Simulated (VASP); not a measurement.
Consider the following.

```
AlNb
1.0
    2.94456     0.00000     0.00000
   -1.47228     2.55007     0.00000
    0.00000     0.00000     9.25662
Nb Al
2 2
Direct
  0.00000   0.00000   0.00000
  0.00000   0.00000   0.50000
  0.33333   0.66667   0.25000
  0.66667   0.33333   0.75000
```

Calculation: PBE GGA, VASP's PBE PAW potentials (set 64) (plane waves; VASP 6.6.1). Settings: 400 eV cut-off, Gaussian smearing of 0.050 eV, potentials Nb_sv Al.

Question: Give the energies of bands 9 to 19 at the high-symmetry points, in eV from the Fermi level.

Answer: 
```json
[
 {"band": "9", "Γ": "-8.84", "M": "-4.62", "K": "-2.95", "A": "-8.36", "L": "-4.15", "H": "-2.72"},
 {"band": "10", "Γ": "-7.59", "M": "-4.18", "K": "-2.95", "A": "-8.36", "L": "-4.15", "H": "-2.72"},
 {"band": "11", "Γ": "-5.27", "M": "-3.17", "K": "-2.53", "A": "-4.07", "L": "-3.68", "H": "-2.46"},
 {"band": "12", "Γ": "-3.11", "M": "-2.74", "K": "-1.96", "A": "-4.07", "L": "-3.68", "H": "-2.46"},
 {"band": "13", "Γ": "-1.32", "M": "-2.44", "K": "-1.96", "A": "-1.30", "L": "-2.16", "H": "-1.89"},
 {"band": "14", "Γ": "-1.18", "M": "-2.26", "K": "-1.45", "A": "-1.30", "L": "-2.16", "H": "-1.89"},
 {"band": "15", "Γ": "0.66", "M": "-2.18", "K": "-1.45", "A": "0.67", "L": "-0.65", "H": "-1.16"},
 {"band": "16", "Γ": "0.66", "M": "0.51", "K": "-0.55", "A": "0.67", "L": "-0.65", "H": "-1.16"},
 {"band": "17", "Γ": "0.69", "M": "0.94", "K": "-0.48", "A": "0.67", "L": "1.67", "H": "-0.50"},
 {"band": "18", "Γ": "0.69", "M": "1.48", "K": "-0.48", "A": "0.67", "L": "1.67", "H": "-0.50"},
 {"band": "19", "Γ": "2.84", "M": "1.89", "K": "0.91", "A": "2.93", "L": "2.00", "H": "2.72"}
]
```

It has no gap at this level: it comes out as a metal or semimetal.

The structure was generated: NbAl was put into the NiAs type type (P6_3/mmc), which need not be its known phase. It was relaxed first, which changed the volume by -38 %.
